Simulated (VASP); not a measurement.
Input:

```yaml
crystal:
  lattice:
    - [4.07019, 0.00000, 0.00000]
    - [-2.03509, 3.52489, 0.00000]
    - [0.00000, 0.00000, 4.98742]
  atoms:
    - { symbol: Ba, position: [0.00000, 0.00000, 0.00000] }
    - { symbol: Si, position: [0.66667, 0.33333, 0.50000] }
    - { symbol: Si, position: [0.33333, 0.66667, 0.50000] }
```

All values below come from LDA (Ceperley-Alder, Perdew-Zunger), VASP's LDA PAW potentials (set 64) (plane waves; VASP). Settings: 400 eV cut-off, 10×10×7 Γ-centred mesh, tetrahedra with Blöchl corrections, potentials Ba_sv Si.

Unless said otherwise, spin-orbit coupling is left out, though it shifts the bands of the heavy elements here.

What does the run give for the energy per atom (σ→0), band gap (on the k-mesh) with the smallest direct gap where there is one?

| Item | Result |
|---|---|
| band gap (on the k-mesh) | none (metal, semimetal or under 0.01 eV) |
| energy per atom (σ→0) | -5.138 eV/atom |

Only differences to runs with the same potentials and settings are physical.

The structure comes from a computed database's BaSi2 entry (P6/mmm); how it stands against other phases isn't given here. It was relaxed first, which changed the volume by -5 %.
